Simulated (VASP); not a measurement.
An input for Ansatz (written as the equivalent of a VASP run, and not itself run):

Ansatz 0.2 input:
```yaml
crystal:
  lattice:
    - [-3.9003550, 3.9003550, 3.9003550]
    - [3.9003550, -3.9003550, 3.9003550]
    - [3.9003550, 3.9003550, -3.9003550]
  atoms:
    - { symbol: V, position: [0.0000000, 0.0000000, 0.0000000] }
    - { symbol: Tl, position: [0.5000000, 0.5000000, 0.0000000] }
    - { symbol: Tl, position: [0.0000000, 0.5000000, 0.5000000] }
    - { symbol: Tl, position: [0.5000000, 0.0000000, 0.5000000] }
    - { symbol: Se, position: [0.6622453, 0.6622453, 0.6622453] }
    - { symbol: Se, position: [0.3377547, 0.0000000, 0.0000000] }
    - { symbol: Se, position: [0.0000000, 0.0000000, 0.3377547] }
    - { symbol: Se, position: [0.0000000, 0.3377547, 0.0000000] }
kpoints:
  mp_grid: { grid: [4, 4, 4] }
hamiltonian:
  xc: r2scan
  pseudopotentials: { kind: paw }
scf:
  occupations: { method: gaussian, width: 0.05 }
  max_iter: 100
relax:
  max_steps: 60
  f_tol: 0.02
  cell: {}
output: { forces: true, stress: true, eigenvalues: true }
```

Write the VASP files for the same calculation (r2SCAN).

One answer among several that fit: 
### INCAR
```
! general
SYSTEM  = Tl3VSe4
PREC    = Accurate
ENCUT   = 400
LREAL   = F
LASPH   = T

! electronic loop
EDIFF   = 1E-6
NELM    = 100   ! most electronic steps
ALGO    = Normal   ! blocked Davidson
LMAXMIX = 4   ! l cut-off of mixed one-centre charges
LMIXTAU = T

! smearing
ISMEAR  = 0   ! Gaussian
SIGMA   = 0.05

! functional
METAGGA = R2SCAN

! ions
IBRION  = 2
NSW     = 60
ISIF    = 3
EDIFFG  = -0.02   ! ionic stop

! output
LWAVE   = F
LCHARG  = F
```

POSCAR:
```
Tl3VSe4
1
   -3.9003549668     3.9003549668     3.9003549668
    3.9003549668    -3.9003549668     3.9003549668
    3.9003549668     3.9003549668    -3.9003549668
V Tl Se
1 3 4
Direct
  0.0000000000   0.0000000000   0.0000000000
  0.5000000000   0.5000000000   0.0000000000
  0.0000000000   0.5000000000   0.5000000000
  0.5000000000   0.0000000000   0.5000000000
  0.6622452838   0.6622452838   0.6622452838
  0.3377547162   0.0000000000   0.0000000000
  0.0000000000   0.0000000000   0.3377547162
  0.0000000000   0.3377547162   0.0000000000
```

**KPOINTS**
```
Automatic mesh
0
Gamma
4 4 4
0 0 0
```

POTCAR, in this order: V_sv Tl_d Se (PBE.64 set). Program: vasp_std.

What does not carry over: each code has its own PAW files, so the cut-off isn't converted (ENCUT is set for VASP's; basis.ecutwfc is left out, and Ansatz then takes the one that its files recommend); Ansatz stops its SCF on the density residual and VASP on the energy change (EDIFF).

The structure comes from a computed database's Tl3VSe4 entry (I-43m); how it stands against other phases isn't given here. This run relaxes it. Symmetry was kept, so distortions that lower it aren't found. The start is the result of an earlier pass.
